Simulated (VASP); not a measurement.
# MgAlSb5 (P1) in VASP: single point with r2SCAN

Aim: the single point of MgAlSb5 with r2SCAN.

Everything below comes from runs of VASP 6.6.1. Logs are shortened: lines on timing, memory, paths and dates and some standing lists are left out, and cuts for length are marked.

## Step 1: Starting point

The typed cell holds 7 atoms: a = 4.469 Å, b = 6.578 Å, c = 6.169 Å, α = 88.18°, β = 109.40°, γ = 68.19°.

The cell was built by a generator and needn't be a form met in nature.

## Step 2: Single point, r2SCAN

Input file POSCAR:

```
MgAlSb5
1.0
    0.0964272000     -0.0058636300      4.4681871100
    4.7201779400     -3.9404201600      2.3380639800
    4.4346241300      3.7159254400     -2.1402564700
Mg Al Sb
1 1 5
Direct
    0.9825140000      0.0337260000      0.9605130000
    0.9778960000      0.5121310000      0.5114320000
    0.0501460000      0.7183470000      0.7488870000
    0.9738990000      0.2579720000      0.2418550000
    0.4438810000      0.4954310000      0.4608340000
    0.7499230000      0.7874310000      0.2526720000
    0.1668370000      0.2296030000      0.7535710000
```

Input file INCAR.step1:

```
ALGO = Normal
EDIFF = 1E-4
ENCUT = 520
GGA = PE
ISMEAR = -1
LASPH = True
LCHARG = False
LREAL = False
LWAVE = True
NBANDS = 24
NELM = 100
PREC = Accurate
SIGMA = 0.1
```

Input file INCAR.step2:

```
ALGO = Normal
EDIFF = 1E-6
ENCUT = 520
ISIF = 2
ISMEAR = -1
ISTART = 1
LASPH = True
LCHARG = False
LMIXTAU = True
LREAL = False
LWAVE = False
METAGGA = R2SCAN
NBANDS = 24
NELM = 100
PREC = Accurate
SIGMA = 0.1
```

Input file KPOINTS:

```
Automatic mesh
0
Gamma
  5 3 3
  0 0.5 0
```

Potentials or basis: VASP PAW PBE potentials, release 64 (Mg, Al, Sb).

Launch:

```
> cat potpaw_PBE.64/Mg/POTCAR potpaw_PBE.64/Al/POTCAR potpaw_PBE.64/Sb/POTCAR > POTCAR
> cp INCAR.step1 INCAR
> mpirun -np 1 vasp_std > vasp.out
> cp INCAR.step2 INCAR
> mpirun -np 1 vasp_std > vasp.out
```

OUTCAR:

```text
EDIFF = 1E-6
   ENCUT = 520
   ISIF = 2
   ISMEAR = -1
   ISTART = 1
   LASPH = True
   LREAL = False
   METAGGA = R2SCAN
   NELM = 100
   PREC = Accurate

 ion  position               nearest neighbor table
   1  0.983  0.034  0.961-   7 2.31   4 2.31   3 2.46   6 3.04   6 3.04   7 3.15   5 3.68
   2  0.978  0.512  0.511-   7 2.05   3 2.06   6 2.06   5 2.17   5 2.35   4 2.40
   3  0.050  0.718  0.749-   2 2.06   1 2.46   6 2.85   5 2.95   7 3.06   5 3.55   7 3.59   6 3.75

   4  0.974  0.258  0.242-   1 2.31   2 2.40   7 2.96   5 3.06   5 3.06   6 3.26   7 3.39   6 3.59
                             6 3.67
   5  0.444  0.495  0.461-   2 2.17   2 2.35   6 2.78   7 2.91   3 2.95   4 3.06   4 3.06   6 3.19
                             7 3.28   3 3.55   1 3.68
   6  0.750  0.787  0.253-   2 2.06   5 2.78   3 2.85   1 3.04   1 3.04   5 3.19   4 3.26   4 3.59
                             7 3.63   4 3.67   3 3.75
   7  0.167  0.230  0.754-   2 2.05   1 2.31   5 2.91   4 2.96   3 3.06   1 3.15   5 3.28   4 3.39
                             3 3.59   6 3.63

  LATTYP: Found a triclinic cell.
 ALAT       =     6.4340679622
 B/A-ratio  =     1.0224110580
 C/A-ratio  =     0.9587788712
 COS(alpha) =     0.0316865778
 COS(beta)  =     0.2631111075
 COS(gamma) =     0.7642853737

  Lattice vectors:

 A1 = (  -4.6237507400,   3.9345565300,   2.1301231300)
 A2 = (  -4.7201779400,   3.9404201600,  -2.3380639800)
 A3 = (  -4.4346241300,  -3.7159254400,   2.1402564700)

Analysis of symmetry for initial positions (statically):
=====================================================================
 Subroutine PRICEL returns:
 Original cell was already a primitive cell.

 Routine SETGRP: Setting up the symmetry group for a
 triclinic supercell.

 Subroutine GETGRP returns: Found  1 space group operations
 (whereof  1 operations were pure point group operations)
 out of a pool of  2 trial point group operations.

The static configuration has the point symmetry C_1 .

Analysis of symmetry for dynamics (positions and initial velocities):
=====================================================================
 Subroutine PRICEL returns:
 Original cell was already a primitive cell.

 Routine SETGRP: Setting up the symmetry group for a
 triclinic supercell.

 Subroutine GETGRP returns: Found  1 space group operations
 (whereof  1 operations were pure point group operations)
 out of a pool of  2 trial point group operations.

The dynamic configuration has the point symmetry C_1 .

 Subroutine INISYM returns: Found  1 space group operations
 (whereof  1 operations are pure point group operations),
 and found     1 'primitive' translations

----------------------------------------------------------------------------------------

                                     Primitive cell

  volume of cell :     156.3050

  direct lattice vectors                    reciprocal lattice vectors
     0.096427200 -0.005863630  4.468187110    -0.001628621  0.130967169  0.224011431
     4.720177940 -3.940420160  2.338063980     0.106144385 -0.128089994 -0.002458778
     4.434624130  3.715925440 -2.140256470     0.112554445  0.133490178 -0.002253839

  length of vectors
     4.469231325  6.578262232  6.168848418     0.259492144  0.166372241  0.174623053

  position of ions in fractional coordinates (direct lattice)
     0.982514000  0.033726000  0.960513000
     0.977896000  0.512131000  0.511432000
     0.050146000  0.718347000  0.748887000
     0.973899000  0.257972000  0.241855000
     0.443881000  0.495431000  0.460834000
     0.749923000  0.787431000  0.252672000
     0.166837000  0.229603000  0.753571000

  ion indices of the primitive-cell ions
   primitive index   ion index
                 1           1
                 2           2
                 3           3
                 4           4
                 5           5
                 6           6
                 7           7

----------------------------------------------------------------------------------------

 KPOINTS: Automatic mesh

Automatic generation of k-mesh.
 Grid dimensions read from file:
 generate k-points for:    5    3    3

 Generating k-lattice:

  Cartesian coordinates                     Fractional coordinates (reciprocal lattice)
    -0.000325724  0.026193434  0.044802286     0.200000000  0.000000000  0.000000000
     0.035381462 -0.042696665 -0.000819593     0.000000000  0.333333333 -0.000000000
     0.037518148  0.044496726 -0.000751280     0.000000000  0.000000000  0.333333333

  Length of vectors
     0.051898429  0.055457414  0.058207684

  Shift w.r.t. Gamma in fractional coordinates (k-lattice)
     0.000000000  0.500000000  0.000000000

 Subroutine IBZKPT returns following result:
 ===========================================

 Found     23 irreducible k-points:

 Following reciprocal coordinates:
            Coordinates               Weight
  0.000000  0.166667 -0.000000      2.000000
  0.200000  0.166667  0.000000      2.000000
  0.400000  0.166667  0.000000      2.000000
 -0.400000  0.166667  0.000000      2.000000
 -0.200000  0.166667 -0.000000      2.000000
  0.000000  0.500000 -0.000000      1.000000
[... 15 lines left out ...]
 -0.400000 -0.166667  0.333333      2.000000
 -0.200000 -0.166667  0.333333      2.000000
   k-points           NKPTS =     23   k-points in BZ     NKDIM =     23   number of bands    NBANDS=     24
   number of dos      NEDOS =    301   number of ions     NIONS =      7
   total plane-waves  NPLWV =  86400
   dimension x,y,z NGX =    36 NGY =   50 NGZ =   48
   dimension x,y,z NGXF=    72 NGYF=  100 NGZF=   96
   ions per type =               1   1   5
   NGX,Y,Z   is equivalent  to a cutoff of  13.39, 12.64, 12.94 a.u.
   NGXF,Y,Z  is equivalent  to a cutoff of  26.78, 25.27, 25.87 a.u.
 SYSTEM =  unknown system
   PREC   = accura    normal or accurate (medium, high low for compatibility)
   ISTART =      1    job   : 0-new  1-cont  2-samecut
   ICHARG =      0    charge: 1-file 2-atom 10-const
   ISPIN  =      1    spin polarized calculation?
   LNONCOLLINEAR =      F non collinear calculations
   LSORBIT =      F    spin-orbit coupling
   LASPH  =      T    aspherical Exc in radial PAW
   ENCUT  =  520.0 eV  38.22 Ry    6.18 a.u.   8.31 12.23 11.47*2*pi/ulx,y,z
   NELM   =    100;   NELMIN=  2; NELMDL=  0     # of ELM steps
   EDIFF  = 0.1E-05   stopping-criterion for ELM
   LREAL  =      F    real-space projection
   EDIFFG = 0.1E-04   stopping-criterion for IOM
   NSW    =      0    number of steps for IOM
   IBRION =     -1    ionic relax: 0-MD 1-quasi-New 2-CG
   NFREE  =      0    steps in history (QN), initial steepest desc. (CG)
   ISIF   =      2    stress and relaxation
   ISYM   =      2    0-nonsym 1-usesym 2-fastsym
   POTIM  = 0.5000    time-step for ionic-motion
   TEBEG  =    0.0;   TEEND  =   0.0 temperature during run
   PSTRESS=    0.0 pullay stress
   NELECT =      30.0000    total number of electrons
   NUPDOWN=      -1.0000    fix difference up-down
   EMIN   =  10.00;   EMAX   =-10.00  energy-range for DOS
   EFERMI =   0.00;   METHOD = LEGACY
   ISMEAR =    -1;   SIGMA  =   0.10  broadening in eV -4-tet -1-fermi 0-gaus
   EFERMI_NEDOS =   21; number of points for ismear=-14 and -15
   IALGO  =     38    algorithm
   IMIX   =      4    mixing-type and parameters
     AMIX     =   0.40;   BMIX     =  1.00
     AMIX_MAG =   1.60;   BMIX_MAG =  1.00
  volume/ion in A,a.u.               =      22.33       150.69
  Fermi-wavevector in a.u.,A,eV,Ry     =   0.944331  1.784527 12.133147  0.891761
  Thomas-Fermi vector in A             =   2.072125
   LORBIT       =      0    0 simple, 1 ext, 2 COOP (PROOUT), +10 PAW based schemes
   METAGGA = R2SCAN    functional components
   LHFCALC =     F    Hartree Fock is set to
   AEXX    =    0.0000 exact exchange contribution
   IVDW    =     0    specifies the selected vdW correction
   LEPSILON=     F    determine dielectric tensor
   LRPA    =     F    only Hartree local field effects (RPA)
 non-spin polarized calculation
  energy-cutoff  :      520.00
  volume of cell :      156.31
 maximum number of plane-waves:      4220
 NGX is ok and might be reduce to    36
   NGX = 17   NGY = 25   NGZ = 23

 number of electron      30.0000000 magnetization

 Free energy of the ion-electron system (eV)
  ---------------------------------------------------
  ext. energy  EPLUGINS =         0.00000000
  ---------------------------------------------------
  free energy    TOTEN  =      -122.92540987 eV

  energy without entropy =     -122.81374724  energy(sigma->0) =     -122.86957856

 E-fermi :   8.6897     XC(G=0): -10.5903

 val. band max:        8.6840748874   @ k =  -0.2000   0.1667   0.3333
 cond. band min:       8.7288935104   @ k =   0.2000   0.1667   0.3333
 fundamental gap:      0.0448186230
 Fermi energy:         8.6896729410

 k-point     1 :       0.0000    0.1667   -0.0000
  band No.  band energies     occupation
      1      -6.9071      2.00000
      2      -3.4087      2.00000
      3      -2.1309      2.00000
      4      -0.7520      2.00000
      5       0.3693      2.00000
      6       1.8694      2.00000
[... 16 lines left out ...]
     23      13.9569      0.00000
     24      14.3605      0.00000

 k-point     2 :       0.2000    0.1667    0.0000
  band No.  band energies     occupation
      1      -6.6622      2.00000
      2      -3.1187      2.00000
      3      -2.1654      2.00000
      4      -1.2755      2.00000
      5       0.2431      2.00000
      6       0.5642      2.00000
[... 16 lines left out ...]
     23      13.9779      0.00000
     24      14.4027      0.00000

 k-point     3 :       0.4000    0.1667    0.0000
  band No.  band energies     occupation
      1      -5.9474      2.00000
      2      -3.6096      2.00000
      3      -2.2068      2.00000
      4      -1.9503      2.00000
      5       0.0994      2.00000
      6       0.8940      2.00000
[... 16 lines left out ...]
     23      14.4251      0.00000
     24      14.7138      0.00000

 k-point     4 :      -0.4000    0.1667    0.0000
  band No.  band energies     occupation
      1      -5.8527      2.00000
      2      -3.7312      2.00000
      3      -2.4433      2.00000
      4      -1.9726      2.00000
      5       0.0136      2.00000
      6       1.3629      2.00000
[... 16 lines left out ...]
     23      14.4240      0.00000
     24      14.8050      0.00000

 k-point     5 :      -0.2000    0.1667   -0.0000
  band No.  band energies     occupation
      1      -6.5626      2.00000
      2      -3.6163      2.00000
      3      -2.1244      2.00000
      4      -0.9932      2.00000
      5       0.1067      2.00000
      6       1.0530      2.00000
[... 16 lines left out ...]
     23      13.5839      0.00000
     24      14.0783      0.00000

 k-point     6 :       0.0000    0.5000   -0.0000
  band No.  band energies     occupation
      1      -6.7572      2.00000
      2      -4.0499      2.00000
      3      -1.9630      2.00000
      4      -0.3902      2.00000
      5       0.4166      2.00000
      6       1.4147      2.00000
[... 16 lines left out ...]
     23      13.2662      0.00000
     24      13.5377      0.00000
[... 352 lines left out ...]
 k-point    20 :       0.2000   -0.1667    0.3333
  band No.  band energies     occupation
      1      -6.4157      2.00000
      2      -3.3792      2.00000
      3      -2.8976      2.00000
      4      -1.1590      2.00000
      5      -0.7620      2.00000
      6       2.0791      2.00000
[... 16 lines left out ...]
     23      13.4927      0.00000
     24      13.9319      0.00000

 k-point    21 :       0.4000   -0.1667    0.3333
  band No.  band energies     occupation
      1      -5.7889      2.00000
      2      -3.6616      2.00000
      3      -2.4483      2.00000
      4      -2.0425      2.00000
      5      -0.8428      2.00000
      6       1.6133      2.00000
[... 16 lines left out ...]
     23      14.2275      0.00000
     24      14.8473      0.00000

 k-point    22 :      -0.4000   -0.1667    0.3333
  band No.  band energies     occupation
      1      -5.9464      2.00000
      2      -3.5361      2.00000
      3      -2.1813      2.00000
      4      -1.9391      2.00000
      5      -0.4388      2.00000
      6       1.0104      2.00000
[... 16 lines left out ...]
     23      14.4633      0.00000
     24      14.9100      0.00000

 k-point    23 :      -0.2000   -0.1667    0.3333
  band No.  band energies     occupation
      1      -6.5708      2.00000
      2      -3.1871      2.00000
      3      -2.6053      2.00000
      4      -1.2319      2.00000
      5      -0.0637      2.00000
      6       1.2951      2.00000
[... 16 lines left out ...]
     23      13.8042      0.00000
     24      14.4365      0.00000

------------------------ aborting loop because EDIFF is reached ----------------------------------------

  FORCE on cell =-STRESS in cart. coord.  units (eV):
  Direction    XX          YY          ZZ          XY          YZ          ZX
  --------------------------------------------------------------------------------------
  -------------------------------------------------------------------------------------
  Total       55.0430018     60.9956054     40.8751966     -3.1429795    -10.3631567      3.2610717
  in kB      564.2086766    625.2247998    418.9840636    -32.2165622   -106.2257274     33.4270459
  external PRESSURE =     536.1391800 kB  Pullay stress =       0.0000000 kB

 VOLUME and BASIS-vectors are now :
 -----------------------------------------------------------------------------
  energy-cutoff  :      520.00
  volume of cell :      156.31
      direct lattice vectors                 reciprocal lattice vectors
     0.096427200 -0.005863630  4.468187110    -0.001628621  0.130967169  0.224011431
     4.720177940 -3.940420160  2.338063980     0.106144385 -0.128089994 -0.002458778
     4.434624130  3.715925440 -2.140256470     0.112554445  0.133490178 -0.002253839

 POSITION                                       TOTAL-FORCE (eV/Angst)
 -----------------------------------------------------------------------------------
      4.51345      3.43054      2.41317        -1.980452      2.261762     -3.162558
      4.77965     -0.12330      4.47222        -5.851351      0.471232     -4.007440
      6.71659     -0.04807      0.30079        10.716579      1.056462      1.419485
      2.38412     -0.12351      4.43709        -0.691406      0.153632     -0.704426
      4.42495     -0.24238      2.15539        -1.716353     -0.358246      4.498115
      4.90963     -2.16830      4.65108         0.866733    -13.296983      0.319451
      4.44166      1.89450     -0.33055        -1.343750      9.712141      1.637373
 -----------------------------------------------------------------------------------
    total drift:                               -0.002773      0.000268     -0.000921

  FREE ENERGIE OF THE ION-ELECTRON SYSTEM (eV)
  ---------------------------------------------------
  free  energy   TOTEN  =      -122.9254098724 eV

  energy  without entropy=     -122.8137472380  energy(sigma->0) =     -122.86957856
```

Run time: 4.7 min. Hardware: 1 thread of Intel Xeon Platinum 8375C at 2.90GHz (Ice Lake), shared host; peak memory 0.35 GiB.

What came out:

```
Free energy            : -122.9254 eV
Pressure               : 53.6 GPa
Largest force          : 13.329 eV/Å
Band gap on the k mesh : none (metal or under the smearing width)
```

Forces on the atoms (eV/Å):
```
Mg   -1.980   2.262  -3.163
Al   -5.851   0.471  -4.007
Sb   10.717   1.056   1.419
Sb   -0.691   0.154  -0.704
Sb   -1.716  -0.358   4.498
Sb    0.867 -13.297   0.319
Sb   -1.344   9.712   1.637
```

Levels at points of the mesh, in eV from the Fermi level:
| k point | band 13 | band 14 | band 15 | band 16 | band 17 | band 18 |
| --- | --- | --- | --- | --- | --- | --- |
| (0.00, 0.50, 0.00) | -1.31 | -1.13 | -1.01 | -0.20 | 0.83 | 1.42 |

Caveat: the k mesh is coarse (spacing up to 0.37 Å⁻¹), so the values aren't converged; a pressure of tens of GPa on the cell as given is suspect, and the run, the potentials or the cell itself is likely at fault; the PAW data sets were made with another functional, which shifts forces and pressure a little. Spin-orbit coupling is left out, which matters for the levels of Sb.
